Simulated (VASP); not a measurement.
An input for Ansatz (written as the equivalent of a VASP run, and not itself run):

Ansatz 0.2 input:
```yaml
crystal:
  lattice:
    - [4.0895521, 0.0000000, 0.0000000]
    - [-2.0447760, 3.5416559, 0.0000000]
    - [0.0000000, 0.0000000, 18.1108088]
  atoms:
    - { symbol: In, position: [0.3333330, 0.6666670, 0.1719502] }
    - { symbol: In, position: [0.6666670, 0.3333330, 0.6719502] }
    - { symbol: In, position: [0.6666670, 0.3333330, 0.8280498] }
    - { symbol: In, position: [0.3333330, 0.6666670, 0.3280498] }
    - { symbol: Se, position: [0.3333330, 0.6666670, 0.6015991] }
    - { symbol: Se, position: [0.6666670, 0.3333330, 0.1015991] }
    - { symbol: Se, position: [0.6666670, 0.3333330, 0.3984009] }
    - { symbol: Se, position: [0.3333330, 0.6666670, 0.8984009] }
kpoints:
  mp_grid: { grid: [6, 6, 2] }
hamiltonian:
  xc: pbe
  pseudopotentials: { kind: paw }
scf:
  occupations: { method: gaussian, width: 0.05 }
  max_iter: 100
output: { forces: true, stress: true, eigenvalues: true }
```

Problem. Translate this input to VASP (INCAR, KPOINTS, POSCAR, choice of POTCAR).

Solution. One answer among several that fit: 
**KPOINTS**
```
Automatic mesh
0
Gamma
6 6 2
0 0 0
```

INCAR:
```
EDIFF  =  1E-6   # SCF stop (eV)
ISMEAR  =  0
ENCUT  =  400
LCHARG  =  T
PREC  =  Accurate
SIGMA  =  0.05   # width (eV)
LMAXMIX  =  4   # l cut-off of mixed one-centre charges
NELM  =  100   # most electronic steps
LWAVE  =  F
LREAL  =  F   # projection in real space or not
SYSTEM  =  InSe
GGA  =  PE
LASPH  =  T   # aspherical one-centre terms
ALGO  =  Normal
```

### POSCAR
```
InSe
1
    4.0895520766    -0.0000000000    -0.0000000000
   -2.0447760383     3.5416558781     0.0000000000
   -0.0000000000     0.0000000000    18.1108087557
In Se
4 4
Direct
  0.3333330000   0.6666670000   0.1719501717
  0.6666670000   0.3333330000   0.6719501717
  0.6666670000   0.3333330000   0.8280498283
  0.3333330000   0.6666670000   0.3280498283
  0.3333330000   0.6666670000   0.6015990559
  0.6666670000   0.3333330000   0.1015990559
  0.6666670000   0.3333330000   0.3984009441
  0.3333330000   0.6666670000   0.8984009441
```

POTCAR, in this order: In_d Se (PBE.64 set). Program: vasp_std.

The two are equivalent in intent, not identical: each code has its own PAW files, so the cut-off isn't converted (ENCUT is set for VASP's; basis.ecutwfc is left out, and Ansatz then takes the one that its files recommend); Ansatz stops its SCF on the density residual and VASP on the energy change (EDIFF).

The structure was generated: InSe was put into the beta-GaS type (P6_3/mmc), a phase also known from measurement. It was relaxed first, which changed the volume by -7 %.
